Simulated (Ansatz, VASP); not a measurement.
# Cross-check of Be (zigzag Be chain) between VASP and Ansatz, part 2 of 2

One calculation is typed for both programs; each brings its own data sets. How far apart do they land? The structure shown is the start of the Ansatz relaxation below; VASP solves that cell, so the two are compared at the walk's first step. Other levels of theory on this material are compared in a session of their own.

VASP 6.6.1 and Ansatz 0.2.0.

So far: The starting structure; Ansatz: relaxation, RPBE.

## Step 3: VASP: single point, RPBE, start cell

Level of this step: RPBE, zero-moment start; plane waves and PAW (Be) (VASP).

The same cell, functional, mesh and smearing now go to VASP, with its own data sets.

Lines of VASP's logs that name or quote its potential files are left out, and so is its time.

INCAR reads:

```
SYSTEM = Be
PREC = Accurate
ENCUT = 520
EDIFF = 1E-06
NELM = 200
ISMEAR = -1
SIGMA = 0.05
LREAL = .FALSE.
ALGO = Normal
GGA = RP
NBANDS = 9
ISPIN = 2
MAGMOM = 0 0
LORBIT = 11
LWAVE = .FALSE.
LCHARG = .FALSE.
ISIF = 2
LASPH = .TRUE.
GGA_COMPAT = .FALSE.
```

POSCAR reads:

```
Be
1.0
    9.0000000000      0.0000000000      0.0000000000
    0.0000000000      7.5000000000      0.0000000000
    0.0000000000      0.0000000000      3.2209930000
Be
2
Direct
    0.4524268889      0.5000000000      0.0000000000
    0.5475731111      0.5000000000      0.4999998448
```

KPOINTS reads:

```
Automatic mesh
0
Gamma
1 1 25
0 0 0
```

The projector-augmented-wave data sets are Be (PBE family, release 64).

Command:

```console
$ mpirun -np 1 vasp_std
```

Numbers of over 12 decimals in the logs are rounded to 6 here.

What it wrote:

```text
[banner, memory and clock lines left out]
running    1 mpi-ranks, on    1 nodes
 distrk:  each k-point on    1 cores,    1 groups
 distr:  one band on    1 cores,    1 groups

 POSCAR found type information on POSCAR Be
 POSCAR found :  1 types and       2 ions
|                                                                             |
|               ----> ADVICE to this user running VASP <----                  |
|                                                                             |
|     You enforced a specific xc type in the INCAR file but a different       |
|     [... a line on the potential file left out ...]
|     I HOPE YOU KNOW WHAT YOU ARE DOING!                                     |
|                                                                             |

 LDA part: xc-table for (Slater+PW92), standard interpolation
 POSCAR, INCAR and KPOINTS ok, starting setup
 FFT: planning ... GRIDC
 FFT: planning ... GRID_SOFT
 FFT: planning ... GRID
 WAVECAR not read
 entering main loop
       N       E                     dE             d eps       ncg     rms          rms(c)
DAV:   1     0.101722285162E+02    0.10172E+02   -0.10088E+03   468   0.245E+02
DAV:   2    -0.176424735523E+01   -0.11936E+02   -0.10680E+02   691   0.372E+01
DAV:   3    -0.261900820647E+01   -0.85476E+00   -0.82898E+00   557   0.106E+01
DAV:   4    -0.263013304871E+01   -0.11125E-01   -0.11036E-01   626   0.151E+00
DAV:   5    -0.263018798206E+01   -0.54933E-04   -0.54930E-04   590   0.945E-02    0.425E+00
DAV:   6    -0.186066829378E+01    0.76952E+00   -0.11128E+00   558   0.275E+00    0.201E+00
DAV:   7    -0.164150612464E+01    0.21916E+00   -0.78410E-01   604   0.225E+00    0.388E-01
DAV:   8    -0.163608558594E+01    0.54205E-02   -0.19413E-02   616   0.651E-01    0.146E-01
DAV:   9    -0.163304664115E+01    0.30389E-02   -0.97749E-03   596   0.401E-01    0.148E-01
DAV:  10    -0.163360051674E+01   -0.55388E-03   -0.23576E-03   468   0.276E-01    0.388E-02
DAV:  11    -0.163369008861E+01   -0.89572E-04   -0.36504E-04   468   0.128E-01    0.199E-02
DAV:  12    -0.163395558001E+01   -0.26549E-03   -0.20214E-04   468   0.890E-02    0.641E-03
DAV:  13    -0.163405938478E+01   -0.10380E-03   -0.39014E-05   472   0.372E-02    0.755E-03
DAV:  14    -0.163410305808E+01   -0.43673E-04   -0.33003E-05   468   0.282E-02    0.102E-02
DAV:  15    -0.163408614690E+01    0.16911E-04   -0.20399E-05   468   0.172E-02    0.626E-03
DAV:  16    -0.163410647815E+01   -0.20331E-04   -0.20047E-05   472   0.250E-02    0.323E-03
DAV:  17    -0.163410759210E+01   -0.11139E-05   -0.44376E-06   512   0.147E-02    0.444E-03
DAV:  18    -0.163410672076E+01    0.87134E-06   -0.44956E-07   494   0.315E-03
   1 F= -.16341067E+01 E0= -.16164843E+01  d E =-.352448E-01  mag=     0.0007
```

OUTCAR, selected parts (step 3):

```text
ion  position               nearest neighbor table
   1  0.452  0.500  0.000-   2 1.82   2 1.82
   2  0.548  0.500  0.500-   1 1.82   1 1.82

  LATTYP: Found a simple orthorhombic cell.
 ALAT       =     3.2209930000
 B/A-ratio  =     2.3284744798
 C/A-ratio  =     2.7941693757

 Subroutine GETGRP returns: Found  8 space group operations
 (whereof  4 operations were pure point group operations)

The static configuration has the point symmetry C_2v.
 The point group associated with its full space group is D_2h.

 Found     13 irreducible k-points:

   k-points           NKPTS =     13   k-points in BZ     NKDIM =     13   number of bands    NBANDS=      9

   dimension x,y,z NGX =    70 NGY =   56 NGZ =   24
   dimension x,y,z NGXF=   140 NGYF=  112 NGZF=   48

   ENCUT  =  520.0 eV  38.22 Ry    6.18 a.u.  16.73 13.95  5.99*2*pi/ulx,y,z

   NELECT =       4.0000    total number of electrons

 k-points in reciprocal lattice and weights: Automatic mesh
   0.00000000  0.00000000  0.00000000       0.040
   0.00000000  0.00000000  0.04000000       0.080
   0.00000000  0.00000000  0.08000000       0.080
   0.00000000  0.00000000  0.12000000       0.080
   0.00000000  0.00000000  0.16000000       0.080
   0.00000000  0.00000000  0.20000000       0.080
   0.00000000  0.00000000  0.24000000       0.080
   0.00000000  0.00000000  0.28000000       0.080
   0.00000000  0.00000000  0.32000000       0.080
   0.00000000  0.00000000  0.36000000       0.080
   0.00000000  0.00000000  0.40000000       0.080
   0.00000000  0.00000000  0.44000000       0.080
   0.00000000  0.00000000  0.48000000       0.080

 average (electrostatic) potential at core
       1 -43.3895       2 -43.3895

 E-fermi :  -3.3070

 spin component 1
 k-point     1 :       0.0000    0.0000    0.0000
  band No.  band energies     occupation
      1      -7.8363      1.00000
      2      -3.4808      0.97002
      3      -3.3438      0.67631
      4      -1.0323      0.00000
      5      -0.4691      0.00000
      6       0.9435      0.00000
      7       2.0201      0.00000
      8       2.0255      0.00000
    ...

 k-point     2 :       0.0000    0.0000    0.0400
  band No.  band energies     occupation
      1      -7.8212      1.00000
      2      -3.4685      0.96198
      3      -3.3216      0.57239
      4      -1.0881      0.00000
      5      -0.4502      0.00000
      6       0.9658      0.00000
      7       2.0453      0.00000
      8       2.0467      0.00000
    ...

 k-point     3 :       0.0000    0.0000    0.0800
  band No.  band energies     occupation
      1      -7.7758      1.00000
      2      -3.4336      0.92633
      3      -3.2548      0.26040
      4      -1.2448      0.00000
      5      -0.3938      0.00000
      6       1.0326      0.00000
      7       2.1040      0.00000
    ...

 k-point     4 :       0.0000    0.0000    0.1200
  band No.  band energies     occupation
      1      -7.7003      1.00000
      2      -3.3830      0.82073
      3      -3.1436      0.03668
      4      -1.4741      0.00000
      5      -0.3014      0.00000
      6       1.1432      0.00000
      7       2.1993      0.00000
    ...

 k-point     5 :       0.0000    0.0000    0.1600
  band No.  band energies     occupation
      1      -7.5950      1.00000
      2      -3.3342      0.63275
      3      -2.9880      0.00169
      4      -1.7334      0.00000
      5      -0.1760      0.00000
      6       1.2960      0.00000
      7       2.3257      0.00000
    ...

 k-point     6 :       0.0000    0.0000    0.2000
  band No.  band energies     occupation
      1      -7.4601      1.00000
      2      -3.3251      0.58979
      3      -2.7884      0.00003
      4      -1.9620      0.00000
      5      -0.0232      0.00000
      6       1.4874      0.00000
      7       2.4039      0.00000
    ...

  Total        1.9912501     -0.0323016      3.5006517      0.0000000      0.0000000      0.0000000
  in kB       14.6738083     -0.2380349     25.7968058      0.0000000      0.0000000      0.0000000
  external PRESSURE =      13.4108598 kB  Pullay stress =       0.0000000 kB

  energy-cutoff  :      520.00
  volume of cell :      217.42
      direct lattice vectors                 reciprocal lattice vectors
     9.000000000  0.000000000  0.000000000     0.111111111  0.000000000  0.000000000
     0.000000000  7.500000000  0.000000000     0.000000000  0.133333333  0.000000000
     0.000000000  0.000000000  3.220993000     0.000000000  0.000000000  0.310463264

 POSITION                                       TOTAL-FORCE (eV/Angst)
 -----------------------------------------------------------------------------------
      4.07184      3.75000      0.00000        -2.224447      0.000000      0.000000
      4.92816      3.75000      1.61050         2.224447      0.000000      0.000000
 -----------------------------------------------------------------------------------
    total drift:                                0.000003     -0.000000     -0.000007

  FREE ENERGIE OF THE ION-ELECTRON SYSTEM (eV)
  ---------------------------------------------------
  free  energy   TOTEN  =        -1.6341067208 eV

  energy  without entropy=       -1.5988619433  energy(sigma->0) =       -1.61648433

 total charge
# of ion       s       p       d       tot
------------------------------------------
    1        0.538   0.498   0.000   1.036
    2        0.538   0.498   0.000   1.036
--------------------------------------------------
tot          1.076   0.995   0.000   2.071

 magnetization (x)
# of ion       s       p       d       tot
------------------------------------------
    1        0.000   0.001   0.000   0.001
    2        0.000   0.001   0.000   0.001
--------------------------------------------------
tot          0.000   0.001   0.000   0.001

[... 6 further parts left out ...]
```

## Step 4: Comparison

Known differences besides the potentials themselves: the cutoff is 420 eV in Ansatz and 520 eV in VASP; Ansatz makes its cores anew for this functional, VASP keeps those of its PBE data sets. Total energies have different zeros and are not compared.

Forces (eV/Å; atoms numbered as in POSCAR):

```
atom        Ansatz x, y, z          VASP x, y, z
 Be1  -2.133, 0.000, 0.000  -2.224, 0.000, 0.000
 Be2   2.133, 0.000, 0.000   2.224, 0.000, 0.000
```

The forces differ by 53 meV/Å r.m.s., which is 4.1 % of the r.m.s. force of 1.284 eV/Å (both taken over all components). Moments aren't recorded for both runs of this pair, so they may hold unlike magnetic states.

## Step 5: Outcome

```json
{
  "r.m.s. force difference (single point, RPBE, start cell)": "4.1 % of the r.m.s. force"
}
```

In words: The r.m.s. force difference is 4.1 % of the r.m.s. force (single point, RPBE, start cell), beyond the 3 % picked in this series as the mark of a large difference. What causes the difference of the single point, RPBE, start cell pair stays open here. 9 further runs of this series are not shown here. Such differences can come from data sets, numerical settings and the points named under the comparisons, not from the functional's error against experiment.

[Lines on the potential files, build, host, timing and source positions are cut from VASP's logs without a mark.]

[Logs are printed without paths, hosts, clocks, repeated set-up lines and the standing remarks that a program may print on its own settings, such as how far it seeks lower states.]

[Hosts, paths, dates, database ids (printed as entryN), source tags and the programs' standing remarks are cut or masked in the printed files.]
